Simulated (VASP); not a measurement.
OSZICAR of a VASP run on C (diamond):

### OSZICAR
```
       N       E                     dE             d eps       ncg     rms          rms(c)
DAV:   1     0.695563041488E+00    0.69556E+00   -0.58287E+03  1392   0.117E+03
DAV:   2    -0.218354583111E+02   -0.22531E+02   -0.21344E+02  2248   0.128E+02
DAV:   3    -0.219584323057E+02   -0.12297E+00   -0.12297E+00  1408   0.126E+01
DAV:   4    -0.219585879875E+02   -0.15568E-03   -0.15568E-03  1976   0.470E-01
DAV:   5    -0.219585880174E+02   -0.29948E-07   -0.29948E-07  1424   0.491E-03    0.514E+00
DAV:   6    -0.194656295207E+02    0.24930E+01   -0.33681E-01  1664   0.657E+00    0.420E+00
DAV:   7    -0.224243494758E+02   -0.29587E+01   -0.13922E+00  1600   0.903E+00    0.980E-01
DAV:   8    -0.194914169595E+02    0.29329E+01   -0.42434E-01  1480   0.587E+00    0.109E+00
DAV:   9    -0.196533402396E+02   -0.16192E+00   -0.26469E-02  1512   0.217E+00    0.183E-01
DAV:  10    -0.196640790682E+02   -0.10739E-01   -0.74812E-03  1744   0.100E+00    0.173E-01
DAV:  11    -0.196633740582E+02    0.70501E-03   -0.11479E-04  1360   0.122E-01    0.144E-01
DAV:  12    -0.196659056694E+02   -0.25316E-02   -0.59771E-04  1344   0.331E-01    0.237E-02
DAV:  13    -0.196659411518E+02   -0.35482E-04   -0.12488E-05  1880   0.510E-02    0.168E-02
DAV:  14    -0.196659410569E+02    0.94831E-07   -0.12786E-06  1296   0.148E-02
   1 F= -.19665941E+02 E0= -.19665941E+02  d E =-.196659E+02
```

Question: Which electronic solver shows in the log?

Answer: It is blocked Davidson (ALGO = Normal, or the opening steps of other solvers). The INCAR had ALGO = Normal.

Question: Can the final energy be trusted as converged?

Answer: The run converged. It stopped with EDIFF = 1E-6, NELM = 100, NSW = 40 and EDIFFG = -0.02 after 1 ionic step (r2SCAN meta-GGA, plane waves, VASP's PBE PAW potentials (set 64)).

The compound is C in the diamond structure. It was relaxed first.
